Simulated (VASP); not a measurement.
Level of theory: PBE GGA, VASP's PBE PAW potentials (set 64) (plane waves; VASP).

VASP input:

### INCAR
```
ALGO  =  Fast
EDIFF  =  1E-6
ENCUT  =  400
GGA  =  PE
ISMEAR  =  0
ISPIN  =  2
ISYM  =  0
LASPH  =  T
LCHARG  =  F
LHYPERFINE  =  T
LMAXMIX  =  4
LORBIT  =  11
LREAL  =  Auto
LWAVE  =  F
MAGMOM  =  71*0.0141
NELM  =  100
NELMIN  =  4
NUPDOWN  =  1
PREC  =  Normal
SIGMA  =  0.05
SYSTEM  =  Zn35NO35
```

**KPOINTS**
```
Automatic mesh
0
G
 1 1 1
0 0 0
```

File POSCAR:
```
Zn35NO35
1
    4.9323206973    -8.5430314063     0.0000000000
    4.9323206973     8.5430314063     0.0000000000
    0.0000000000     0.0000000000    10.5847754337
Zn O N
35 35 1
Direct
  0.2253024139   0.1122297544   0.2521714370
  0.1107977979   0.2212273675   0.0010341495
  0.2251780091   0.1126106267   0.7467140168
  0.1132371618   0.2206123054   0.5002992342
  0.2233245666   0.4441247266   0.2507894224
  0.1112179782   0.5556890733   0.0021765804
  0.2213730251   0.4433769253   0.7518462902
  0.1112690866   0.5555853905   0.5015210543
  0.2225499735   0.7782760612   0.2509537217
  0.1112002148   0.8891104982   0.0010275085
  0.2227334590   0.7786917914   0.7509216143
  0.1154124542   0.8935004652   0.4998731416
  0.5539936569   0.1121694038   0.2520715752
  0.4441050208   0.2214726555   0.9919197359
  0.5542496468   0.1126405466   0.7464873720
  0.5524633729   0.4379704879   0.2501376981
  0.4447104946   0.5558927629   0.9992599024
  0.5551471647   0.4434022435   0.7481800161
  0.4438346600   0.5528876494   0.5039648471
  0.5540034274   0.7760416811   0.2515688102
  0.4446779306   0.8892393527   0.0009111606
  0.5565344336   0.7797975676   0.7509606394
  0.4449691000   0.8933673602   0.4998278383
  0.8894159840   0.1119467482   0.2517542621
  0.7770953767   0.2213338731   0.0009824941
  0.8888581343   0.1109414416   0.7507843528
  0.7745109785   0.2205730946   0.5004025040
  0.8878110501   0.4442165183   0.2508057846
  0.7780218813   0.5559004828   0.9992905131
  0.8888332751   0.4434229015   0.7517920954
  0.7761766499   0.5530971396   0.5039504884
  0.8889333517   0.7762059547   0.2516348662
  0.7777504802   0.8888479068   0.0026026532
  0.8900287901   0.7799346846   0.7509680779
  0.7777429958   0.8886833535   0.4982518066
  0.2030752014   0.1017905698   0.4337369644
  0.1110215047   0.2227384132   0.1897678378
  0.2187380696   0.1091506436   0.9397271412
  0.1104608374   0.2227050022   0.6902520853
  0.2225948304   0.4449204474   0.4417413226
  0.1108807823   0.5548453831   0.1920533520
  0.2214788592   0.4442915442   0.9408356248
  0.1112406942   0.5556962809   0.6907984958
  0.2216198606   0.7763259163   0.4411697104
  0.1102857530   0.8870693481   0.1897922477
  0.2219007332   0.7771330203   0.9403856874
  0.1109591928   0.8883862878   0.6898246953
  0.5659116521   0.1016662304   0.4336035062
  0.4433649254   0.2197815972   0.1831977272
  0.5571843372   0.1093014316   0.9395729962
  0.4453746231   0.2240333588   0.7112049943
  0.4436080907   0.5548081952   0.1877270983
  0.5571921321   0.4474271743   0.9402896829
  0.4435784313   0.5572238741   0.6924415057
  0.5532615586   0.7752409025   0.4416745734
  0.4435492615   0.8869916638   0.1896941104
  0.5564925604   0.7786254617   0.9401529701
  0.4441174622   0.8883546929   0.6898261019
  0.8896376084   0.1121241817   0.4411929075
  0.7787018710   0.2228707625   0.1896923890
  0.8885490659   0.1104423976   0.9403297150
  0.7790847684   0.2227947233   0.6902728352
  0.8893133733   0.4449148433   0.4417169196
  0.7782407937   0.5549703084   0.1877515013
  0.8896613874   0.4443914475   0.9408025068
  0.7805641065   0.5573668181   0.6923717828
  0.8891156406   0.7755647903   0.4416962068
  0.7775631730   0.8883164994   0.1924486486
  0.8889112876   0.7786044235   0.9401709352
  0.7779326018   0.8891527490   0.6888455319
  0.5695129724   0.4719898200   0.4301880243
```

POTCAR, in this order: Zn O N (PBE.64 set). Program: vasp_gam. Read from the step before: WAVECAR.

Output

### OSZICAR
```
       N       E                     dE             d eps       ncg     rms          rms(c)
DAV:   1    -0.313215582986E+03   -0.31322E+03   -0.23832E-05  1752   0.456E-02    0.178E-02
RMM:   2    -0.313215586772E+03   -0.37858E-05   -0.23095E-05  1700   0.927E-03    0.289E-02
RMM:   3    -0.313215579369E+03    0.74032E-05   -0.63087E-06  1273   0.486E-03    0.473E-03
RMM:   4    -0.313215579434E+03   -0.65047E-07   -0.11963E-06  1106   0.174E-03
   1 F= -.31321558E+03 E0= -.31319753E+03  d E =-.360925E-01  mag=     1.0000
```

### OUTCAR
```
------------------------ aborting loop because EDIFF is reached ----------------------------------------
  FORCE on cell =-STRESS in cart. coord.  units (eV):
  Direction    XX          YY          ZZ          XY          YZ          ZX
  --------------------------------------------------------------------------------------
  Total      -22.3695531    -22.2368604    -23.3231327      0.3081180      0.0691552      0.0987083
  in kB      -40.1784276    -39.9400955    -41.8911722      0.5534172      0.1242111      0.1772920
  external PRESSURE =     -40.6698984 kB  Pullay stress =       0.0000000 kB
  volume of cell :      892.02
      direct lattice vectors                 reciprocal lattice vectors
     4.932320697 -8.543031406  0.000000000     0.101372159 -0.058527234  0.000000000
     4.932320697  8.543031406  0.000000000     0.101372159  0.058527234  0.000000000
     0.000000000  0.000000000 10.584775434     0.000000000  0.000000000  0.094475316
 POSITION                                       TOTAL-FORCE (eV/Angst)
 -----------------------------------------------------------------------------------
      1.66482     -0.96598      2.66918        -0.000177     -0.001466     -0.003629
      1.63765      0.94340      0.01095         0.003804     -0.004057     -0.003468
      1.66608     -0.96167      7.90380        -0.004651      0.003973      0.009761
      1.64665      0.91731      5.29556         0.000151      0.002953      0.000292
      3.29207      1.88630      2.65455        -0.005340      0.004980     -0.002437
      3.28940      3.79713      0.02304        -0.003487     -0.006143      0.002004
      3.27876      1.89659      7.95812         0.002020      0.009735     -0.009836
      3.28914      3.79581      5.30849         0.003089      0.003465      0.010612
      4.93639      4.74759      2.65629        -0.002109     -0.001259      0.002155
      4.93385      6.64571      0.01088         0.006796      0.002049     -0.003710
      4.93935      4.74957      7.94834        -0.015771     -0.004406     -0.005661
      4.97628      6.64723      5.29104        -0.000350     -0.001146     -0.004827
      3.28573     -3.77452      2.66812        -0.001515      0.002888     -0.002785
      3.28284     -1.90196     10.49925         0.001896      0.004968     -0.012271
      3.28932     -3.77268      7.90140         0.000754     -0.001571      0.013153
      4.88514     -0.97812      2.64765        -0.006161     -0.004519     -0.008182
      4.93530      0.94983     10.57694        -0.009737     -0.005403     -0.003318
      4.92517     -0.95464      7.91932         0.008215      0.002754      0.000136
      4.91615      0.93164      5.33435         0.004784     -0.003876      0.002990
      6.56021      1.89688      2.66280         0.003198      0.003639      0.005120
      6.57931      3.79790      0.00964         0.002170      0.004522      0.000641
      6.59122      1.90734      7.94875         0.011096     -0.006326     -0.009780
      6.60110      3.83068      5.29057         0.002009      0.002662     -0.010145
      4.93904     -6.64194      2.66476        -0.002611     -0.000780      0.006447
      4.92457     -4.74789      0.01040         0.001003      0.001395     -0.003046
      4.93133     -6.64577      7.94688        -0.006208     -0.007140     -0.002339
      4.90807     -4.73231      5.29665        -0.001279      0.006946     -0.008373
      6.56999     -3.78964      2.65472        -0.000790     -0.003851     -0.000683
      6.57933     -1.89759     10.57727        -0.007917      0.000231     -0.000938
      6.57111     -3.80515      7.95755         0.014982     -0.001661     -0.006770
      6.55640     -1.90578      5.33420        -0.004404      0.005785     -0.002338
      8.21300     -0.96303      2.66350         0.003188     -0.002506      0.003329
      8.22020      0.94911      0.02755         0.002359     -0.004051     -0.012525
      8.23680     -0.94054      7.94883        -0.000173      0.008234     -0.005909
      8.21935      0.94777      5.27388        -0.000570      0.000794      0.000742
      1.50370     -0.86528      4.59101         0.010857     -0.007586      0.003846
      1.64621      0.95440      2.00865         0.002910      0.001127      0.000244
      1.61725     -0.93621      9.94680        -0.001596      0.003632      0.009899
      1.64328      0.95891      7.30616         0.001358     -0.007336     -0.003977
      3.29240      1.89933      4.67573        -0.001913      0.000157      0.004986
      3.28357      3.79280      2.03284        -0.003700     -0.004435     -0.001414
      3.28379      1.90350      9.95853        -0.000619     -0.002373     -0.007609
      3.28955      3.79700      7.31195         0.001446     -0.002334      0.006666
      4.92219      4.73887      4.66968         0.001978      0.002150      0.013665
      4.91928      6.63609      2.00891         0.000383      0.002085      0.001461
      4.92755      4.74337      9.95377        -0.000494     -0.006278     -0.009800
      4.92909      6.64158      7.30164         0.008255     -0.001424     -0.001925
      3.29271     -3.96606      4.58960        -0.002103      0.009163      0.012779
      3.27085     -1.91008      1.93911         0.001716     -0.000887     -0.005052
      3.28732     -3.82628      9.94517         0.000206     -0.005595      0.011164
      3.30173     -1.89093      7.52795        -0.003247     -0.004057      0.021014
      4.92451      0.94999      1.98705         0.001023      0.002243      0.001379
      4.95510     -0.93773      9.95276         0.004277      0.005151      0.005029
      4.93628      0.97088      7.32934        -0.003594     -0.001213     -0.007101
      6.55260      1.89638      4.67503         0.002763      0.000113      0.011179
      6.56265      3.78834      2.00787         0.002075     -0.003197      0.000243
      6.58523      1.89769      9.95131        -0.010628      0.004644     -0.006491
      6.57218      3.79513      7.30165         0.006564      0.004700     -0.004865
      4.94101     -6.64232      4.66993        -0.000132      0.000329      0.009251
      4.94008     -4.74848      2.00785         0.002011     -0.002733      0.000928
      4.92735     -6.64739      9.95318         0.006234      0.003475     -0.008801
      4.94159     -4.75240      7.30638        -0.006966      0.002925     -0.004829
      6.58084     -3.79651      4.67547        -0.000155     -0.002651      0.009580
      6.57582     -1.90741      1.98731        -0.000339      0.003299      0.004577
      6.57998     -3.80396      9.95818        -0.003065     -0.003151     -0.010178
      6.59910     -1.90678      7.32860        -0.006055     -0.002389     -0.003610
      8.21074     -0.97007      4.67526        -0.002241      0.003848      0.012070
      8.21665      0.94617      2.03703        -0.002340      0.002805     -0.001825
      8.22472     -0.94236      9.95150        -0.001518     -0.005700     -0.006802
      8.22260      0.95016      7.29128         0.002867      0.006144      0.005716
      5.13703     -0.83314      4.55344        -0.004483     -0.006463      0.004188
 -----------------------------------------------------------------------------------
    total drift:                                0.003362      0.015169      0.024341
  FREE ENERGIE OF THE ION-ELECTRON SYSTEM (eV)
  ---------------------------------------------------
  free  energy   TOTEN  =      -313.2155794338 eV

  energy  without entropy=     -313.1794869305  energy(sigma->0) =     -313.19753318

 total charge

# of ion       s       p       d       tot
------------------------------------------
    1        0.446   0.463   9.882  10.791
    2        0.444   0.461   9.890  10.794
    3        0.447   0.468   9.886  10.801
    4        0.451   0.475   9.884  10.810
    5        0.441   0.455   9.886  10.782
    6        0.442   0.456   9.889  10.787
    7        0.443   0.460   9.889  10.792
    8        0.446   0.461   9.883  10.790
    9        0.442   0.458   9.888  10.788
   10        0.444   0.461   9.890  10.795
   11        0.441   0.456   9.889  10.786
   12        0.451   0.472   9.881  10.805
   13        0.446   0.462   9.882  10.791
...
```
(Selected blocks of OUTCAR.)

File OUTCAR:
```
 val. band max:        0.8061995261   @ k =   0.0000   0.0000   0.0000

 cond. band min:       0.7912325011   @ k =   0.0000   0.0000   0.0000


 Fermi energy:         0.7905887081

 spin component 1

 k-point     1 :       0.0000    0.0000    0.0000
  band No.  band energies     occupation
      1     -17.0516      1.00000
      2     -16.7555      1.00000
      3     -16.7324      1.00000
      4     -16.6901      1.00000
      5     -16.6800      1.00000
      6     -16.6328      1.00000
      7     -16.5917      1.00000
      8     -16.5879      1.00000
      9     -16.5196      1.00000
     10     -16.5105      1.00000
     11     -16.5035      1.00000
     12     -16.4621      1.00000
     13     -16.4545      1.00000
     14     -16.4509      1.00000
     15     -16.4395      1.00000
     16     -16.4356      1.00000
     17     -16.4182      1.00000
     18     -16.4108      1.00000
     19     -16.4028      1.00000
     20     -16.3851      1.00000
     21     -16.3650      1.00000
     22     -16.3064      1.00000
     23     -16.2960      1.00000
     24     -16.2895      1.00000
     25     -16.2827      1.00000
     26     -16.2721      1.00000
     27     -16.2678      1.00000
     28     -16.2578      1.00000
     29     -16.2421      1.00000
     30     -16.2398      1.00000
     31     -16.2163      1.00000
     32     -16.2037      1.00000
     33     -15.8506      1.00000
     34     -15.8408      1.00000
     35     -15.6420      1.00000
     36     -12.7527      1.00000
     37      -5.2281      1.00000
     38      -5.2171      1.00000
     39      -5.2098      1.00000
     40      -5.2005      1.00000
     41      -5.1723      1.00000
     42      -5.1696      1.00000
     43      -5.1508      1.00000
     44      -5.1403      1.00000
     45      -5.1395      1.00000
     46      -5.1244      1.00000
     47      -5.1169      1.00000
     48      -5.1097      1.00000
     49      -5.0953      1.00000
...
```

At this cut-off the stress carries a Pulay error, which pulls relaxed volumes low.  The supercell is sampled at Γ alone, which is coarse: total energies, pressure and levels can be off, energies of defects by several tenths of an eV.

The cell is a supercell with a defect, built from ZnO (wurtzite): N_O-vac_Zn.
